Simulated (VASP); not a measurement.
An input for Ansatz (written as the equivalent of a VASP run, and not itself run):

Ansatz 0.2 input:
```yaml
crystal:
  lattice:
    - [3.1258238, 0.0000000, 0.0000000]
    - [-1.5629119, 2.7070427, 0.0000000]
    - [0.0000000, 0.0000000, 6.0481692]
  atoms:
    - { symbol: V, position: [0.0000000, 0.0000000, 0.0000000], spin: 2 }
    - { symbol: V, position: [0.0000000, 0.0000000, 0.5000000], spin: 2 }
    - { symbol: S, position: [0.3333330, 0.6666670, 0.2500000] }
    - { symbol: S, position: [0.6666670, 0.3333330, 0.7500000] }
kpoints:
  mp_grid: { grid: [10, 10, 5] }
hamiltonian:
  xc: pbesol
  pseudopotentials: { kind: paw }
magnetization: { spin_polarized: true }
scf:
  occupations: { method: methfessel_paxton, width: 0.1 }
  max_iter: 100
relax:
  max_steps: 60
  f_tol: 0.02
  cell: {}
output: { forces: true, stress: true, eigenvalues: true }
```

Question: Translate this input to VASP (INCAR, KPOINTS, POSCAR, choice of POTCAR).

Answer: This is not unique; one that fits is 
**KPOINTS**
```
Automatic mesh
0
Gamma
10 10 5
0 0 0
```

**POSCAR**
```
VS
1
    3.1258237866     0.0000000000    -0.0000000000
   -1.5629118933     2.7070426643    -0.0000000000
    0.0000000000    -0.0000000000     6.0481691827
V S
2 2
Direct
  0.0000000000   0.0000000000   0.0000000000
  0.0000000000   0.0000000000   0.5000000000
  0.3333330000   0.6666670000   0.2500000000
  0.6666670000   0.3333330000   0.7500000000
```

INCAR:
```
! general
SYSTEM =VS
PREC   =Accurate
ENCUT  =400
LREAL  =F
LASPH  =T

! electronic loop
EDIFF  =1E-6
NELM   =100
ALGO   =Normal
LMAXMIX=4

! smearing
ISMEAR =1
SIGMA  =0.1

! functional
GGA    =PS

! spin
ISPIN  =2
MAGMOM =2*2.0 2*0.0

! ions
IBRION =2
NSW    =60
ISIF   =3
EDIFFG =-0.02

! output
LWAVE  =F
LCHARG =F
LORBIT =10
```

POTCAR, in this order: V_sv S (PBE.64 set). Program: vasp_std.

What does not carry over: each code has its own PAW files, so the cut-off isn't converted (ENCUT is set for VASP's; basis.ecutwfc is left out, and Ansatz then takes the one that its files recommend); Ansatz stops its SCF on the density residual and VASP on the energy change (EDIFF).

The structure was generated: VS was put into the NiAs type type (P6_3/mmc), which need not be its known phase. This run relaxes it. Symmetry was kept, so distortions that lower it aren't found. The start is the result of an earlier pass.
